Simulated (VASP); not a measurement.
Output of a VASP run:

**OSZICAR**
```
       N       E                     dE             d eps       ncg     rms          rms(c)
DAV:   1     0.588538399766E+03    0.58854E+03   -0.22681E+04    86   0.157E+03
DAV:   2     0.594623671993E+02   -0.52908E+03   -0.51639E+03    94   0.439E+02
DAV:   3    -0.258266033320E+02   -0.85289E+02   -0.83441E+02   105   0.167E+02
DAV:   4    -0.317940639731E+02   -0.59675E+01   -0.58921E+01   116   0.441E+01
DAV:   5    -0.319884522575E+02   -0.19439E+00   -0.19391E+00   108   0.861E+00    0.213E+01
DAV:   6    -0.378286103514E+02   -0.58402E+01   -0.14284E+02   108   0.144E+02    0.168E+01
DAV:   7    -0.297146456660E+02    0.81140E+01   -0.24398E+01   116   0.724E+01    0.736E+00
DAV:   8    -0.287386097031E+02    0.97604E+00   -0.77170E+00   140   0.561E+01    0.514E+00
DAV:   9    -0.288465317081E+02   -0.10792E+00   -0.20459E+00   116   0.155E+01    0.230E+00
DAV:  10    -0.288458271346E+02    0.70457E-03   -0.10774E-01    92   0.182E+00    0.215E+00
DAV:  11    -0.288213085854E+02    0.24519E-01   -0.40391E-02   140   0.328E+00    0.973E-01
DAV:  12    -0.288194381849E+02    0.18704E-02   -0.35704E-02   140   0.259E+00    0.374E-01
DAV:  13    -0.288199770273E+02   -0.53884E-03   -0.52051E-03   108   0.341E-01    0.362E-01
DAV:  14    -0.288190651082E+02    0.91192E-03   -0.23612E-03   132   0.822E-01    0.425E-02
DAV:  15    -0.288191701271E+02   -0.10502E-03   -0.50218E-04   124   0.958E-02    0.284E-02
DAV:  16    -0.288191628904E+02    0.72366E-05   -0.29073E-05   124   0.699E-02    0.204E-02
DAV:  17    -0.288191645444E+02   -0.16540E-05   -0.19720E-05   124   0.258E-02    0.227E-02
DAV:  18    -0.288191622084E+02    0.23360E-05   -0.17720E-06    76   0.155E-02    0.982E-03
DAV:  19    -0.288191617272E+02    0.48129E-06   -0.34125E-06   100   0.116E-02
   1 F= -.28819162E+02 E0= -.28774596E+02  d E =-.891320E-01
```

### OUTCAR
```
------------------------ aborting loop because EDIFF is reached ----------------------------------------
  FORCE on cell =-STRESS in cart. coord.  units (eV):
  Direction    XX          YY          ZZ          XY          YZ          ZX
  --------------------------------------------------------------------------------------
  Total        7.7091745      7.7091745     -6.2041190      0.0000000      0.0000000      0.0000000
  in kB       69.3992734     69.3992734    -55.8505124      0.0000000      0.0000000      0.0000000
  external PRESSURE =      27.6493448 kB  Pullay stress =       0.0000000 kB
  volume of cell :      177.98
      direct lattice vectors                 reciprocal lattice vectors
    -2.829404000  2.829404000  5.557937000     0.000000000  0.176715662  0.089961437
     2.829404000 -2.829404000  5.557937000     0.176715662  0.000000000  0.089961437
     2.829404000  2.829404000 -5.557937000     0.176715662  0.176715662  0.000000000
 POSITION                                       TOTAL-FORCE (eV/Angst)
 -----------------------------------------------------------------------------------
      0.00000      0.00000      5.55794        -0.000000      0.000000     -0.000000
      2.82940      0.00000      2.77897        -0.000000     -0.000000      0.000000
      0.00000      0.00000      0.00000        -0.000000     -0.000000      0.000000
      0.00000      2.82940      2.77897        -0.000000      0.000000      0.000000
      1.41470      1.41470      6.94742         0.212641      0.000000      0.000000
      1.41470     -1.41470      4.16845        -0.000000     -0.212641     -0.000000
      1.41470      1.41470      1.38948        -0.212641      0.000000     -0.000000
     -1.41470      1.41470      4.16845        -0.000000      0.212641      0.000000
 -----------------------------------------------------------------------------------
    total drift:                               -0.000025     -0.000025     -0.000035
  FREE ENERGIE OF THE ION-ELECTRON SYSTEM (eV)
  ---------------------------------------------------
  free  energy   TOTEN  =       -28.8191617272 eV

  energy  without entropy=      -28.7300297133  energy(sigma->0) =      -28.77459572
```
(Selected blocks of OUTCAR.)

File POSCAR:
```
CuGaSe2
1
   -2.8294040000     2.8294040000     5.5579370000
    2.8294040000    -2.8294040000     5.5579370000
    2.8294040000     2.8294040000    -5.5579370000
Ga Cu Se
2 2 4
Direct
  0.5000000000   0.5000000000   0.0000000000
  0.2500000000   0.7500000000   0.5000000000
  0.0000000000   0.0000000000   0.0000000000
  0.7500000000   0.2500000000   0.5000000000
  0.8750000000   0.8750000000   0.5000000000
  0.1250000000   0.6250000000   0.0000000000
  0.3750000000   0.3750000000   0.5000000000
  0.6250000000   0.1250000000   0.0000000000
```

Task: Reconstruct the remaining input files.

Result: Several could match; the one computed here: the input of the run itself, PBE GGA, plane waves, VASP's PBE PAW potentials (set 64).

**KPOINTS**
```
Automatic mesh
0
Gamma
1 1 1
0 0 0
```

### INCAR
```
LWAVE  =  F
EDIFF  =  1E-6
SYSTEM  =  CuGaSe2
ENCUT  =  300   ! plane-wave cut-off (eV)
LREAL  =  F
ALGO  =  Normal
NELM  =  100
GGA  =  PE   ! PBE
ISIF  =  2   ! forces and stress, cell fixed
ISMEAR  =  -1   ! Fermi-Dirac
PREC  =  Accurate
LMAXMIX  =  4   ! l cut-off of mixed one-centre charges
LASPH  =  T   ! aspherical one-centre terms
SIGMA  =  0.05   ! width (eV)
LCHARG  =  F
```

POTCAR, in this order: Ga_d Cu Se (PBE.64 set). Program: vasp_std.

At this cut-off the stress carries a Pulay error, which pulls relaxed volumes low.

The structure is a typed CuGaSe2 crystal. The cell was not relaxed at this level. The k-mesh is coarse (spacing up to 1.57 per Å, 2π included), so the numbers may not be converged in it. The run is one of a series of settings (KPOINTS 1×1×1 Γ-centred mesh against the base run), some of them coarse on purpose.
